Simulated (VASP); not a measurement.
# A VASP study of MnS (r2SCAN): structure first, properties next

What structure does MnS take at this level, and what are its properties? The steps: magnetic order: ferromagnetic, magnetic order: antiferromagnetic, q = (0, 0, 1/2), magnetic order: antiferromagnetic, q = (1/2, 1/2, 0), the orders side by side, full relaxation (r2SCAN), second relaxation, density, ELF and potential (r2SCAN), band structure (r2SCAN), total and projected DOS (r2SCAN), independent-particle dielectric function (r2SCAN), optical spectrum (r2SCAN) and ionic relaxation at fixed cell (r2SCAN), changed input. The start is a cell from a database of measured crystal structures.

Calculated with VASP 6.6.1; r2SCAN, spin-polarised from a ferromagnetic start (one magnetic atom a cell); plane waves and PAW (Mn_pv, S), in the first sound run; inputs show where later runs differ.

This is a report of a sequence of runs, with most program output left out.

The database entry behind the starting cell differs from later determinations by our own check (an axis about 0.2 % short against later determinations), so it need not match the best structure at ambient conditions.

### Step 1. Set-up

The structure is cubic, space group Fm-3m (No. 225). Conventional cell: a = 5.209 Å, b = 5.209 Å, c = 5.209 Å, α = 90.00°, β = 90.00°, γ = 90.00°. Nearest to Mn lie 6 S at 2.60 Å. S has 6 Mn at 2.60 Å nearest. Farther neighbours and most contacts between anions are not listed.

Coordinates:

```cif
data_structure
_symmetry_space_group_name_H-M 'Fm-3m'
_symmetry_Int_Tables_number 225
_cell_length_a 5.2090
_cell_length_b 5.2090
_cell_length_c 5.2090
_cell_angle_alpha 90.000
_cell_angle_beta 90.000
_cell_angle_gamma 90.000
_cell_volume 141.34
loop_
_atom_site_label
_atom_site_type_symbol
_atom_site_symmetry_multiplicity
_atom_site_Wyckoff_symbol
_atom_site_fract_x
_atom_site_fract_y
_atom_site_fract_z
_atom_site_occupancy
Mn1 Mn 4 a 0.00000 0.00000 0.00000 1
S1 S 4 b 0.50000 0.00000 0.00000 1
```

### Step 2. Magnetic order: ferromagnetic

The properties of a magnet depend on its order, so a few collinear patterns are compared first on the cell as listed, beginning with all moments parallel. r2SCAN adds the kinetic-energy density, costs more than a GGA and is run with LASPH.

Input file INCAR:

```
SYSTEM = MnS
PREC = Accurate
ENCUT = 400
EDIFF = 1E-06
NELM = 100
ISMEAR = 0
SIGMA = 0.05
LREAL = .FALSE.
ALGO = Normal
METAGGA = R2SCAN
LASPH = .TRUE.
NBANDS = 19
ISPIN = 2
MAGMOM = 4 0
LMAXMIX = 4
LORBIT = 11
LWAVE = .FALSE.
LCHARG = .FALSE.
KPAR = 4
ISIF = 2
```

Input file POSCAR:

```
MnS
1.0
    0.0000000000      2.6045000000      2.6045000000
    2.6045000000      0.0000000000      2.6045000000
    2.6045000000      2.6045000000      0.0000000000
Mn S
1 1
Direct
    0.0000000000      0.0000000000      0.0000000000
    0.5000000000      0.5000000000      0.5000000000
```

Input file KPOINTS:

```
Automatic mesh
0
Gamma
7 7 7
0 0 0
```

PAW data sets: Mn_pv and S (PBE family, release 64).

Started as:

```console
> mpirun -np 4 vasp_std
```

It took 26 s on 4 MPI ranks of AMD EPYC 7R43, shared host; peak memory 0.49 GiB.

The k-mesh is coarse for a metal. The PAW data sets were made with PBE, which is usual practice but a small mismatch for other functionals.

Numbers from this step:

- SCF cycles: 17
- electrons: 19
- bands: 19
- irreducible k-points: 20
- symmetry operations: 48
- free energy (TOTEN): -24.88 eV
- energy at zero smearing: -24.88 eV
- Fermi energy: 6.619 eV
- pressure: -0.1357 GPa
- moment of the cell, from the last line of the log: 4.965 μB
- metallic: yes

Spin moment in the PAW sphere by atom:

```tsv
atom	spin moment in the PAW sphere (μB)
Mn1	4.49
S2	0.14
```

The run ends ferromagnetic with a largest moment of 4.49 μB, and the mesh shows no gap.

### Step 3. Magnetic order: antiferromagnetic, q = (0, 0, 1/2)

This step: r2SCAN, spin-polarised from an antiferromagnetic start; plane waves and PAW (Mn_pv, S) (VASP 6.6.1).

System of this step: MnS. It takes space group Fm-3m (No. 225, cubic). The conventional cell has a = 5.209 Å, b = 5.209 Å, c = 5.209 Å, α = 90.00°, β = 90.00°, γ = 90.00°. Nearest to Mn lie 6 S at 2.60 Å. Nearest to S lie 6 Mn at 2.60 Å. Farther neighbours and most contacts between anions are not listed.

Next, a pattern with opposite moments, which needs a doubled cell; q is given in the reciprocal vectors of the primitive cell.

INCAR, as its differences from that of step 2:

```diff
@@ -11,5 +11,5 @@
 LASPH = .TRUE.
-NBANDS = 19
+NBANDS = 27
 ISPIN = 2
-MAGMOM = 4 0
+MAGMOM = 4 -4 0 0
 LMAXMIX = 4
```

Input file POSCAR:

```
MnS
1.0
    0.0000000000      2.6045000000      2.6045000000
    2.6045000000      0.0000000000      2.6045000000
    5.2090000000      5.2090000000      0.0000000000
Mn S
2 2
Direct
    0.0000000000      0.0000000000      0.0000000000
    0.0000000000      0.0000000000      0.5000000000
    0.5000000000      0.5000000000      0.2500000000
    0.5000000000      0.5000000000      0.7500000000
```

KPOINTS is that of step 2.

Started as:

```console
> mpirun -np 4 vasp_std
```

The job ended after 2.3 min (4 MPI ranks; peak memory 0.85 GiB).

The gap is read on the k-mesh alone, so it is an upper bound where the band edges lie off the mesh. At this level the cell is under a tension of 2.4 GPa, so at these settings it is away from equilibrium.

Numbers from this step:

* SCF cycles: 18
* electrons: 38
* bands: 27
* irreducible k-points: 44
* symmetry operations: 12
* free energy (TOTEN): -49.98 eV
* Fermi energy: 6.174 eV
* pressure: -2.394 GPa
* metallic: no
* valence top at k: 0, 0, 0.4286
* conduction bottom at k: 0.4286, 0.4286, 0
* least direct gap at k: 0.4286, 0, 0
* gap on the k-mesh: 1.834 eV
* least direct gap on the k-mesh: 2.255 eV

Spin moment in the PAW sphere by atom:

```tsv
atom	spin moment in the PAW sphere (μB)
Mn1	4.37
Mn2	-4.37
S3	0.00
S4	0.00
```

The energy lies -56.4 meV an atom from the first pattern. The run ends antiferromagnetic with a largest moment of 4.37 μB, and the mesh shows a gap of 1.83 eV.

### Step 4. Magnetic order: antiferromagnetic, q = (1/2, 1/2, 0)

INCAR is that of step 3.

Input file POSCAR:

```
MnS
1.0
    2.6045000000      2.6045000000      0.0000000000
   -2.6045000000      2.6045000000      0.0000000000
    0.0000000000      0.0000000000      5.2090000000
Mn S
2 2
Direct
    0.0000000000      0.0000000000      0.0000000000
    0.5000000000      0.5000000000      0.5000000000
    0.0000000000      0.0000000000      0.5000000000
    0.5000000000      0.5000000000      0.0000000000
```

Input file KPOINTS:

```
Automatic mesh
0
Gamma
6 6 5
0 0 0
```

Started as:

```console
> mpirun -np 4 vasp_std
```

It took 86 s on 4 MPI ranks; peak memory 0.68 GiB; 5.6 min of CPU time.

This step gave:

| Item | Value |
| --- | --- |
| SCF cycles | 19 |
| irreducible k-points | 30 |
| symmetry operations | 16 |
| free energy (TOTEN) | -49.81 eV |
| Fermi energy | 6.768 eV |
| pressure | -0.8346 GPa |
| valence top at k | 0.5, 0, 0 |
| conduction bottom at k | 0, 0, 0.4 |
| least direct gap at k | 0.1667, 0.1667, 0.4 |
| gap on the k-mesh | 0.4749 eV |
| least direct gap on the k-mesh | 1.846 eV |

Spin moment in the PAW sphere by atom:

```tsv
atom	spin moment in the PAW sphere (μB)
Mn1	4.47
Mn2	-4.47
S3	-0.05
S4	0.05
```

The energy lies -15.2 meV an atom from the first pattern. The run ends antiferromagnetic with a largest moment of 4.47 μB, and the mesh shows a gap of 0.47 eV.

### Step 5. The orders side by side

This step: collinear orders at r2SCAN; plane waves and PAW (VASP 6.6.1).

This step runs nothing: it gathers the runs above.

Patterns, by row:

```tsv
start	atoms	energy less that of the first (meV/atom)	largest site moment (μB)	end state
ferromagnetic	2	0	4.49	ferromagnetic
antiferromagnetic, q = (0, 0, 1/2)	4	-56.4	4.37	antiferromagnetic
antiferromagnetic, q = (1/2, 1/2, 0)	4	-15.2	4.47	antiferromagnetic
```

The session goes on in the lowest magnetic state found: antiferromagnetic, q = (0, 0, 1/2). The next one lies 41.2 meV an atom higher.

### Step 6. Full relaxation (r2SCAN)

This step: r2SCAN, spin-polarised from an antiferromagnetic start; plane waves and PAW (Mn_pv, S) (VASP 6.6.1).

The start need not lie at this functional's minimum. ISIF = 3 frees volume, shape and positions, and EDIFFG sets the threshold on forces and stress at which the search stops.

INCAR, as its differences from that of step 4:

```diff
@@ -13,3 +13,3 @@
 ISPIN = 2
-MAGMOM = 4 -4 0 0
+MAGMOM = 4.37 -4.37 0 0
 LMAXMIX = 4
@@ -19,2 +19,5 @@
 KPAR = 4
-ISIF = 2
+IBRION = 2
+NSW = 60
+ISIF = 3
+EDIFFG = -0.01
```

Input file POSCAR:

```
MnS
1.0
    0.0000000000      2.6045000000      2.6045000000
    2.6045000000      0.0000000000      2.6045000000
    5.2090000000      5.2090000000      0.0000000000
Mn S
2 2
Direct
    0.0000000000      0.0000000000      0.0000000000
    0.0000000000      0.0000000000      0.5000000000
    0.5000000000      0.5000000000      0.2500000000
    0.5000000000      0.5000000000      0.7500000000
```

Input file KPOINTS:

```
Automatic mesh
0
Gamma
6 6 6
0 0 0
```

Started as:

```console
> mpirun -np 4 vasp_std
```

Elapsed: 5.6 min, on 4 MPI ranks; peak memory 0.85 GiB; 22 min of CPU time.

The magnetic order is the lowest of the few collinear ones that converged above; longer or canted patterns were not tried. The cell is doubled for it, so bands and modes from the zone boundary of the chemical cell fold onto Γ and the labels are those of the larger cell. The run keeps the 12 symmetry operations of its start, so it cannot find a distortion of lower symmetry.

Step by step:

```tsv
step	energy less that of the first step (eV)	largest force (eV/Å)	pressure (GPa)	volume (Å³)
1	0.0000	0.0000	-2.38	70.67
2	-0.0175	0.0000	0.63	68.02
3	-0.0181	0.0000	0.11	68.44
4	-0.0181	0.0000	-0.02	68.52
5	-0.0182	0.0000	0.01	68.52
```

```tsv
cell as run	before	after	change
a (Å)	3.683	3.651	-0.9 %
b (Å)	3.683	3.651	-0.9 %
c (Å)	7.367	7.281	-1.2 %
α (°)	60.00	59.91	-0.2 %
β (°)	60.00	59.91	-0.2 %
volume (Å³/atom)	17.67	17.13	-3.0 %
```

The relaxed structure:

```
Mn S
1.0
     0.00000    2.58141    2.58141
     2.58141    0.00000    2.58141
     5.14865    5.14865    0.01418
Mn S
2 2
Cartesian
  0.0000 0.0000 0.0000
  2.5743 2.5743 0.0071
  2.5779 2.5779 2.5850
  5.1522 5.1522 2.5920
```

Numbers from this step:

| Property | Result |
| --- | --- |
| irreducible k-points | 32 |
| symmetry operations | 12 |
| free energy (TOTEN) | -49.99 eV |
| Fermi energy | 6.599 eV |
| pressure | 0.01192 GPa |
| valence top at k | 0, 0, 0.5 |
| conduction bottom at k | 0.5, 0, 0 |
| least direct gap at k | 0.5, 0, 0 |
| SCF cycles over all ionic steps | 56 |
| gap on the k-mesh | 1.669 eV |
| least direct gap on the k-mesh | 2.118 eV |

Spin moment in the PAW sphere by atom:

```tsv
atom	spin moment in the PAW sphere (μB)
Mn1	4.34
Mn2	-4.34
S3	0.00
S4	0.00
```

It ends with forces that vanish by symmetry and a pressure of 0.01 GPa.

### Step 7. Second relaxation

A relaxation keeps the plane waves of the cell it began with, so it is repeated from the new cell, on a basis made for it. The mesh changes with the cell too.

INCAR is that of step 6.

Input file POSCAR:

```
MnS
1.0
    0.0000000000      2.5814128698      2.5814128698
    2.5814128698      0.0000000000      2.5814128698
    5.1486451450      5.1486451450      0.0141805945
Mn S
2 2
Direct
    0.0000000000      0.0000000000      0.0000000000
    0.0000000000      0.0000000000      0.5000000000
    0.5000000000      0.5000000000      0.2500000000
    0.5000000000      0.5000000000      0.7500000000
```

Input file KPOINTS:

```
Automatic mesh
0
Gamma
7 7 7
0 0 0
```

Started as:

```console
> mpirun -np 4 vasp_std
```

Wall time 2.5 min (4 MPI ranks); peak memory 0.84 GiB.

Little changed from the start: no atom moved by 0.005 Å and no cell edge by 0.1 %.

Numbers from this step:

```
irreducible k-points            : 44
Fermi energy                    : 6.472 eV
pressure                        : -0.02526 GPa
valence top at k                : 0, 0, 0.4286
conduction bottom at k          : 0.4286, 0.4286, 0
least direct gap at k           : 0.4286, 0, 0
SCF cycles over all ionic steps : 19
gap on the k-mesh               : 1.740 eV
least direct gap on the k-mesh  : 2.148 eV
```

It ends with forces that vanish by symmetry and a pressure of -0.03 GPa. The volume moved by under 0.01 %: the run met its threshold at the first step.

### Step 8. Density, ELF and potential (r2SCAN)

A single point on the relaxed cell gives a clean self-consistent state, with density, ELF and potential written out.

INCAR, as its differences from that of step 7:

```diff
@@ -17,7 +17,5 @@
 LWAVE = .FALSE.
-LCHARG = .FALSE.
-KPAR = 4
-IBRION = 2
-NSW = 60
-ISIF = 3
-EDIFFG = -0.01
+LCHARG = .TRUE.
+ISIF = 2
+LELF = .TRUE.
+LVHAR = .TRUE.
```

POSCAR is that of step 7.

KPOINTS is that of step 7.

Started as:

```console
> mpirun -np 4 vasp_std
```

Run time: 2.9 min. Hardware: 4 MPI ranks; peak memory 0.46 GiB; 11 min of CPU time.

With spin, VASP writes an ELF for each channel.

Numbers from this step:

```yaml
bands: 28
fermi_energy: 6.558 eV
pressure: -0.02553 GPa
```

Valence electrons inside each PAW sphere by angular momentum. Sphere charges, by row:

```tsv
atom	s (e)	p (e)	d (e)	tot (e)
Mn1	0.221	6.165	4.936	11.32
Mn2	0.221	6.165	4.936	11.32
S3	1.311	2.478	0	3.789
S4	1.311	2.478	0	3.789
```

Spin density in the ac plane at fractional y = 0.000, with atoms of Mn within 0.2 Å of it.

Ten even steps from '_' (-6.7 e/Å³) to '@' (6.6 e/Å³), each cell a mean:
```
@@%%**++++++++++++++++++++##
**##**++++++++++++++++++++++
++++++++++++++++++++++++++++
++++++++++++++++++++++++++++
++++++++++++++++++++++++++++
++++++++++++++++++++++++++++
++++++++++++++++++++++++++++
==++++++++++++++++==========
====++++++++++++++==========
========++++++++++======----
::--======++++++++======::..
__..--====++++++++======::__
__..--======++++++++======::
------======++++++++++======
============++++++++++++====
============++++++++++++++==
++++====++++++++++++++++++++
++++++++++++++++++++++++++++
++++++++++++++++++++++++++++
++++++++++++++++++++++++++++
++++++++++++++++++++++++++++
++++++++++++++++++++++++****
##**++++++++++++++++++++##%%
@@%%**++++++++++++++++++##@@
```
Columns run along a (3.7 Å), rows up along c (7.3 Å). Atoms in or near the plane, at fractional coordinates: Mn at (0.00, 0.00), Mn at (0.00, 0.50).

Valence density in the ac plane at fractional y = 0.000, with atoms of Mn within 0.2 Å of it. It is the smooth field of the valence electrons, not physical close to the nuclei.

Ten steps, logarithmic in the rise over the least value, from '0' (0 e/Å³) to '9' (16 e/Å³), each cell a mean:
```
99852000000368
78752000000135
34431000000001
11111000000000
00000000000000
00000000000000
00000000000000
00000000000110
11000000001233
64100000012567
87410000012689
99731000001589
99852000000368
78742000000125
45431000000002
01110000000000
00000000000000
00000000000000
00000000000000
00000000000110
21000000001333
53100000012567
87410000012689
99731000001589
```
Columns run along a (3.7 Å), rows up along c (7.3 Å). Atoms in or near the plane, at fractional coordinates: Mn at (0.00, 0.00), Mn at (0.00, 0.50).

Electrostatic potential energy in the ac plane at fractional y = 0.000, with atoms of Mn within 0.2 Å of it. With pseudopotentials it is smooth inside the atoms' cores, unlike the true potential.

Ten even steps from '0' (-50 eV) to '9' (3 eV), each cell a mean:
```
00147999999630
11147999999863
54457999999997
88788999999999
99999999999999
99999999999999
99999999999999
99999999999888
78999999997656
35899999986322
02589999986200
00258999997310
00147999998620
11246999999863
54457999999987
88788999999999
99999999999999
99999999999999
99999999999999
99999999999889
78999999987655
35899999986322
02489999986200
00258999997310
```
Columns run along a (3.7 Å; values clipped at the 3rd and 97th percentile), rows up along c (7.3 Å). Atoms in or near the plane, at fractional coordinates: Mn at (0.00, 0.00), Mn at (0.00, 0.50).

In this run the pressure is -0.03 GPa, small enough to go on.

### Step 9. Band structure (r2SCAN)

The mesh alone shows little of the dispersion and can miss band extrema, so KPOINTS_OPT adds a path through the symmetry points after the self-consistent cycle.

Input file INCAR:

```
SYSTEM = MnS
PREC = Accurate
ENCUT = 400
EDIFF = 1E-06
NELM = 100
ISMEAR = 0
SIGMA = 0.05
LREAL = .FALSE.
ALGO = Normal
METAGGA = R2SCAN
LASPH = .TRUE.
NBANDS = 35
ISPIN = 2
MAGMOM = 4.338 -4.338 0 0
LMAXMIX = 4
LORBIT = 11
LWAVE = .FALSE.
LCHARG = .FALSE.
KPAR = 4
```

POSCAR is that of step 8.

KPOINTS is that of step 8.

Input file KPOINTS_OPT:

```
Line mode
16
Line-mode
Reciprocal
  0.00000000   0.00000000   0.00000000 GAMMA
  0.00000000   0.50000000   0.50000000 L

  0.00000000   0.50000000   0.50000000 L
 -0.37534547   0.31232727   0.12465453 B1

 -0.31232727   0.31232727   0.50000000 B
  0.00000000   0.00000000   0.50000000 Z

  0.00000000   0.00000000   0.50000000 Z
  0.00000000   0.00000000   0.00000000 GAMMA

  0.00000000   0.00000000   0.00000000 GAMMA
 -0.34383637   0.34383637   0.00000000 X

 -0.34383637   0.31232727   0.31232727 Q
 -0.50000000   0.00000000   0.00000000 F

 -0.50000000   0.00000000   0.00000000 F
 -0.46849090   0.00000000   0.18767273 P1

 -0.46849090   0.00000000   0.18767273 P1
  0.00000000   0.00000000   0.50000000 Z

  0.00000000   0.50000000   0.50000000 L
  0.00000000   0.46849090   0.81232727 P
```

Started as:

```console
> mpirun -np 4 vasp_std
```

Elapsed: 7.5 min, on 4 MPI ranks; peak memory 1.2 GiB.

Within 0.02 Å the cell has space group Fm-3m; at a tight tolerance the distortion that goes with the magnetic order makes it R-3m.

Numbers from this step:

| Property | Result |
| --- | --- |
| bands | 35 |
| Fermi energy | 6.602 eV |
| pressure | -0.02638 GPa |
| least gap on mesh and path | 1.670 eV |
| least direct gap on mesh and path | 2.118 eV |
| valence top at k | 0, 0, 0.5 |
| conduction bottom at k | -0.5, 0, 0 |
| least direct gap at k | -0.5, 0, 0 |

Both spin channels agree. Electronic bands along the path, in eV, zero at the valence-band top; v1 is the highest filled band, c1 the lowest empty one:

```tsv
point	v4	v3	v2	v1	c1	c2	c3	c4
Γ	-1.26	-1.22	-1.14	-1.14	2.32	2.32	2.43	3.71
0.47 of the way	-2.11	-1.87	-0.87	-0.64	2.06	2.59	2.78	3.07
L	-2.67	-2.36	-0.87	-0.70	1.73	2.89	3.12	3.27
0.47 of the way	-2.51	-2.22	-1.26	-0.86	2.29	2.48	2.99	3.03
B1	-2.41	-2.38	-1.11	-0.81	2.41	2.56	2.97	3.01
jump to B	-2.41	-2.38	-1.11	-0.81	2.41	2.56	2.97	3.01
0.47 of the way	-2.35	-1.91	-1.27	-0.73	2.25	2.34	3.06	3.23
Z	-2.33	-2.32	0.00	0.00	2.20	2.23	2.23	3.27
0.47 of the way	-2.03	-2.01	-0.34	-0.34	2.28	2.28	2.30	3.45
Γ	-1.26	-1.22	-1.14	-1.14	2.32	2.32	2.43	3.71
0.53 of the way	-2.40	-1.79	-1.50	-0.38	2.21	2.55	2.59	3.06
X	-2.44	-2.32	-1.15	-0.83	2.38	2.65	2.89	3.01
jump to Q	-2.44	-2.32	-1.15	-0.83	2.38	2.65	2.89	3.01
0.47 of the way	-2.49	-2.48	-0.94	-0.64	1.93	2.87	2.97	3.28
F	-2.67	-2.47	-0.91	-0.45	1.67	2.58	3.04	3.15
0.53 of the way	-2.66	-2.43	-0.90	-0.50	1.68	2.66	3.04	3.14
P1	-2.64	-2.37	-0.90	-0.61	1.70	2.88	3.04	3.12
0.53 of the way	-2.07	-1.87	-1.13	-0.75	2.04	2.64	2.73	2.96
Z	-2.33	-2.32	0.00	0.00	2.20	2.23	2.23	3.27
jump to L	-2.67	-2.36	-0.87	-0.70	1.73	2.89	3.12	3.27
0.47 of the way	-2.66	-2.35	-0.80	-0.77	1.73	2.97	3.11	3.37
P	-2.64	-2.37	-0.90	-0.61	1.70	2.88	3.04	3.12
```

Of the projections kept (Mn, S), the largest for each band there; the rest of the weight can lie on other orbitals:

```tsv
point	v4	v3	v2	v1	c1	c2	c3	c4
Γ	S 0.95	S 0.95	Mn 0.71	Mn 0.71	Mn 1.00	Mn 1.00	Mn 0.98	Mn 0.82
L	Mn 1.00	Mn 0.94	Mn 0.77	Mn 0.60	Mn 0.95	Mn 0.99	Mn 0.99	Mn 0.96
B1	Mn 0.90	Mn 0.90	Mn 0.76	Mn 0.69	Mn 1.00	Mn 0.98	Mn 0.97	Mn 0.95
B	Mn 0.90	Mn 0.90	Mn 0.76	Mn 0.69	Mn 1.00	Mn 0.98	Mn 0.97	Mn 0.95
Z	S 0.73	Mn 0.83	S 0.56	S 0.56	Mn 0.93	Mn 1.00	Mn 1.00	Mn 0.85
Γ	S 0.95	S 0.95	Mn 0.71	Mn 0.71	Mn 1.00	Mn 1.00	Mn 0.98	Mn 0.82
```

The path lowers the gap by 0.07 eV against the mesh alone, so a band edge lies off the mesh.

### Step 10. Total and projected DOS (r2SCAN)

A density of states needs more k-points than a total energy; ISMEAR = -5 takes tetrahedra, and LORBIT projects the states on the PAW spheres. The mesh is finer than in the run before.

INCAR, as its differences from that of step 9:

```diff
@@ -5,3 +5,3 @@
 NELM = 100
-ISMEAR = 0
+ISMEAR = -5
 SIGMA = 0.05
@@ -19 +19,2 @@
 KPAR = 4
+NEDOS = 2001
```

POSCAR is that of step 9.

Input file KPOINTS:

```
Automatic mesh
0
Gamma
10 10 10
0 0 0
```

Started as:

```console
> mpirun -np 4 vasp_std
```

Run time: 7.7 min. Hardware: 4 MPI ranks; peak memory 1.4 GiB.

Numbers from this step:

* irreducible k-points: 116
* Fermi energy: 6.296 eV
* pressure: -0.03532 GPa
* conduction bottom at k: 0.5, 0, 0
* least direct gap at k: 0.5, 0, 0
* gap on the k-mesh: 1.670 eV
* least direct gap on the k-mesh: 2.118 eV

The density of states has structure finer than the step of the table below, so its rows give means over 1 eV, whole bins alone (the curve runs from -12.0 to 6.40 eV). Peaks (eV: height): total -4.2: 9.68, -2.8: 10.7, -2.6: 7.46, 3.0: 9.79; Mn d -2.8: 7.35, -2.6: 5.96, -2.5: 5.86, 3.0: 7.76; S p -5.4: 1.98, -4.2: 2.21, -2.8: 1.27, -0.8: 1.53; Mn s -5.6: 0.302, -5.4: 0.270, 3.1: 0.278, 5.7: 0.283; Mn p -5.4: 0.223, -4.2: 0.0996, -2.8: 0.101, 5.7: 0.254.

States under -12.0 eV and over 6.4 eV are left out; both spin channels agree and are summed. Density of states against energy, zero at the valence-band top; means over each step; values in states/eV/cell:

```tsv
energy (eV)	total	Mn d	S p	Mn s	Mn p	S s
-8	0	0	0	0	0	0
-7	0.00131	1.0e-4	3.7e-4	1.5e-4	0	2.8e-6
-6	1.62	0.178	0.464	0.140	0.0202	0.0135
-5	2.93	0.530	0.849	0.0994	0.0843	0.0278
-4	5.10	2.09	1.25	0.0374	0.0795	0.0164
-3	4.81	2.98	0.733	0.0326	0.0573	0.0106
-2	3.49	2.04	0.682	0.0355	0.0476	0.0120
-1	3.59	1.80	0.851	0.0355	0.0490	0.0493
0	0.429	0.184	0.134	0.00164	0.00506	0.00509
1	0	0	0	0	0	0
2	2.66	1.88	0.0533	0.0699	0.00706	0.0122
3	6.13	4.65	0.223	0.173	0.0588	0.0533
4	1.71	1.05	0.127	0.100	0.0443	0.0420
5	1.44	0.209	0.112	0.203	0.114	0.0876
```

The gap on this mesh is 1.67 eV. In the top eV of the valence band the largest shares in the PAW spheres are Mn d 48 % and S p 26 %; in the lowest eV of the conduction band, Mn d 71 %. The rest lies in smaller channels or between the spheres.

(Part 1 of 2 ends here.)

[Lines on the potential files, build, host, timing and source positions are cut from VASP's logs without a mark.]

[Logs are printed without paths, hosts, clocks, repeated set-up lines and the standing remarks that a program may print on its own settings, such as how far it seeks lower states.]

[Hosts, paths, dates, database ids (printed as entryN), source tags and the programs' standing remarks are cut or masked in the printed files.]

[A measured line is paired with the nearest computed mode of its activity, which favours agreement.]
